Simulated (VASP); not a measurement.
Given:

```yaml
crystal:
  lattice:
    - [1.56126, 0.90139, 6.04495]
    - [-1.56126, 0.90139, 6.04495]
    - [0.00000, -1.80278, 6.04495]
  atoms:
    - { symbol: Mo, position: [0.00000, 0.00000, 0.00000] }
    - { symbol: S, position: [0.75230, 0.75230, 0.75230] }
    - { symbol: S, position: [0.58100, 0.58100, 0.58100] }
```

These are PBE GGA, VASP's PBE PAW potentials (set 64) (plane waves; VASP) values and carry that method's errors. Settings: 300 eV cut-off, 6×6×6 Γ-centred mesh, Gaussian smearing of 0.10 eV, potentials Mo_sv S.

At this cut-off the stress carries a Pulay error, which pulls relaxed volumes low.

Question: What does the run give for the energy per atom (σ→0), pressure, largest force?

Answer: 
* **energy per atom (σ→0)**: -7.241 eV/atom
* **pressure**: 7.81 GPa
* **largest force**: 0.01677 Ry/bohr

The absolute energy has meaning only against runs of the same code, potentials and settings.

The structure was generated: MoS2 was put into an ordered model structure, which need not be its known phase. The cell was not relaxed at this level.
